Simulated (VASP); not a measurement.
Data:

```xyz
4
Lattice="3.8543 0.0000 0.0000 0.0000 3.8543 0.0000 0.0000 0.0000 3.8543" Properties=species:S:1:pos:R:3 pbc="T T T"
Ti     0.0000     0.0000     0.0000
Pt     0.0000     1.9271     1.9271
Pt     1.9271     0.0000     1.9271
Pt     1.9271     1.9271     0.0000
```

Method: PBE GGA, VASP's PBE PAW potentials (set 64) (plane waves; VASP 6.6.1). Run with 500 eV cut-off, 8×8×8 Γ-centred mesh, first-order Methfessel-Paxton smearing of 0.10 eV, potentials Ti_sv Pt.

Energy and stress use the plane-wave basis of the starting cell.

The ions, cell shape and volume at an external pressure of 30.0 GPa are relaxed. Predict the relaxed structure.

```xyz
4
Lattice="3.8181 0.0000 0.0000 0.0000 3.8181 0.0000 0.0000 0.0000 3.8181" Properties=species:S:1:pos:R:3 pbc="T T T"
Ti     0.0000     0.0000     0.0000
Pt     0.0000     1.9091     1.9091
Pt     1.9091     0.0000     1.9091
Pt     1.9091     1.9091     0.0000
```
Space group Pm-3m (221), at a tolerance of 0.03 Å.

How do energy and volume change from the first to the last step?

The energy (σ→0) changes by +61.6 meV/atom and the volume by -2.8 %, in 4 ionic steps.

```csv
step,E(σ→0) (eV),max force (eV/Å),pressure (GPa),volume (Å³)
1,-29.3036,0.000,19.88,57.26
2,-27.2179,0.000,80.60,50.09
3,-29.0684,0.000,29.53,55.72
4,-29.0574,0.000,29.90,55.66
```

The compound is Pt3Ti in the L1_2 structure. This run relaxes it under an external pressure of 30 GPa. Symmetry was kept, so distortions that lower it aren't found.
